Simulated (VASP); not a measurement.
Input:

```
Pd
1.0
    0.00000     1.91495     1.91495
    1.91495     0.00000     1.91495
    1.91495     1.91495     0.00000
Pd
1
Direct
  0.00000   0.00000   0.00000
```

These are AM05 GGA, VASP's PBE PAW potentials (set 64) (plane waves; VASP) values and carry that method's errors. Numerical set-up: 520 eV cut-off, 16×16×16 Γ-centred mesh, first-order Methfessel-Paxton smearing of 0.10 eV, potentials Pd.

Problem. Predict the energy per atom (σ→0), pressure, band gap (on the k-mesh) with the smallest direct gap where there is one.

Solution. 
| Item | Value |
|---|---|
| band gap (on the k-mesh) | none (metal, semimetal or under 0.01 eV) |
| energy per atom (σ→0) | -5.652 eV/atom |
| pressure | 6.67 GPa |

The absolute energy has meaning only against runs of the same code, potentials and settings.

The compound is Pd in the fcc structure. This cell is one point of a volume scan, at 0.97 of the reference volume.
